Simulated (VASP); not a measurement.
Computed with MS2 meta-GGA, VASP's PBE PAW potentials (set 64) (plane waves; VASP).

Input for VASP

### INCAR
```
EDIFF = 1E-6   ! SCF stop (eV)
ISIF = 3
PREC = Accurate
IBRION = 2   ! conjugate gradients
EDIFFG = -0.02   ! ionic stop
LMAXMIX = 4
LMIXTAU = .TRUE.
SIGMA = 0.1   ! width (eV)
LCHARG = .FALSE.
NELM = 100   ! most electronic steps
ALGO = Normal
LREAL = .FALSE.   ! projection in real space or not
METAGGA = MS2
LWAVE = .FALSE.
ISMEAR = 1
ENCUT = 520   ! plane-wave cut-off (eV)
LASPH = .TRUE.   ! aspherical one-centre terms
NSW = 60
SYSTEM = CoSi2
```

**KPOINTS**
```
Regular mesh
0
Gamma
9 9 9
0 0 0
```

**POSCAR**
```
CoSi2
1
    0.0000000000     2.6565137485     2.6565137485
    2.6565137485     0.0000000000     2.6565137485
    2.6565137485     2.6565137485    -0.0000000000
Co Si
1 2
Direct
  0.0000000000   0.0000000000   0.0000000000
  0.2500000000   0.2500000000   0.2500000000
  0.7500000000   0.7500000000   0.7500000000
```

POTCAR, in this order: Co Si (PBE.64 set). Program: vasp_std.

Output

File OSZICAR:
```
       N       E                     dE             d eps       ncg     rms          rms(c)
DAV:   1     0.507593837924E+02    0.50759E+02   -0.67780E+03   840   0.132E+03
DAV:   2    -0.405072668950E+02   -0.91267E+02   -0.85652E+02   840   0.258E+02
DAV:   3    -0.452246135629E+02   -0.47173E+01   -0.44698E+01  1104   0.665E+01
DAV:   4    -0.453403109507E+02   -0.11570E+00   -0.11535E+00   996   0.975E+00
DAV:   5    -0.453433428677E+02   -0.30319E-02   -0.30311E-02  1112   0.159E+00    0.290E+01
DAV:   6    -0.508390836823E+02   -0.54957E+01   -0.20114E+02   940   0.307E+02    0.434E+01
DAV:   7    -0.314651177808E+02    0.19374E+02   -0.45287E+01  1000   0.159E+02    0.126E+01
DAV:   8    -0.301672959121E+02    0.12978E+01   -0.74221E+00  1244   0.515E+01    0.471E+00
DAV:   9    -0.302096987260E+02   -0.42403E-01   -0.64970E-01  1260   0.148E+01    0.202E+00
DAV:  10    -0.302099839061E+02   -0.28518E-03   -0.48168E-01   924   0.154E+01    0.179E+00
DAV:  11    -0.301823004055E+02    0.27684E-01   -0.18439E-01   952   0.944E+00    0.200E-01
DAV:  12    -0.301857073955E+02   -0.34070E-02   -0.26009E-02   876   0.247E+00    0.136E-01
DAV:  13    -0.301857169477E+02   -0.95522E-05   -0.42932E-04  1116   0.239E-01    0.109E-01
DAV:  14    -0.301859291609E+02   -0.21221E-03   -0.13175E-03   956   0.646E-01    0.352E-02
DAV:  15    -0.301859812807E+02   -0.52120E-04   -0.38617E-04   868   0.342E-01    0.294E-02
DAV:  16    -0.301859386745E+02    0.42606E-04   -0.70365E-05   916   0.169E-01    0.138E-02
DAV:  17    -0.301859502731E+02   -0.11599E-04   -0.14205E-05   948   0.529E-02    0.250E-03
DAV:  18    -0.301859465024E+02    0.37707E-05   -0.19916E-06   696   0.215E-02    0.163E-03
DAV:  19    -0.301859468390E+02   -0.33652E-06   -0.15028E-07   484   0.620E-03
   1 F= -.30185947E+02 E0= -.30185736E+02  d E =-.301859E+02
```

File OUTCAR:
```
------------------------ aborting loop because EDIFF is reached ----------------------------------------
  FORCE on cell =-STRESS in cart. coord.  units (eV):
  Direction    XX          YY          ZZ          XY          YZ          ZX
  --------------------------------------------------------------------------------------
  Total        0.0313839      0.0313839      0.0313839     -0.0000000      0.0000000     -0.0000000
  in kB        1.3410712      1.3410712      1.3410712     -0.0000000      0.0000000     -0.0000000
  external PRESSURE =       1.3410712 kB  Pullay stress =       0.0000000 kB
  volume of cell :       37.49
      direct lattice vectors                 reciprocal lattice vectors
     0.000000000  2.656513749  2.656513749    -0.188216605  0.188216605  0.188216605
     2.656513749  0.000000000  2.656513749     0.188216605 -0.188216605  0.188216605
     2.656513749  2.656513749  0.000000000     0.188216605  0.188216605 -0.188216605
 POSITION                                       TOTAL-FORCE (eV/Angst)
 -----------------------------------------------------------------------------------
      0.00000      0.00000      0.00000         0.000000     -0.000000     -0.000000
      1.32826      1.32826      1.32826         0.000000      0.000000      0.000000
      3.98477      3.98477      3.98477        -0.000000     -0.000000     -0.000000
 -----------------------------------------------------------------------------------
    total drift:                               -0.000000     -0.000000      0.000000
  FREE ENERGIE OF THE ION-ELECTRON SYSTEM (eV)
  ---------------------------------------------------
  free  energy   TOTEN  =       -30.1859468390 eV

  energy  without entropy=      -30.1853144982  energy(sigma->0) =      -30.18573606

 reached required accuracy - stopping structural energy minimisation
```
(Selected blocks of OUTCAR.)

The compound is CoSi2 in the fluorite structure. It was relaxed first. The start is the result of an earlier pass. The run is not spin-polarised, so no magnetic state was tried. The electron count is odd and the run is not spin-polarised, which forces a metal.
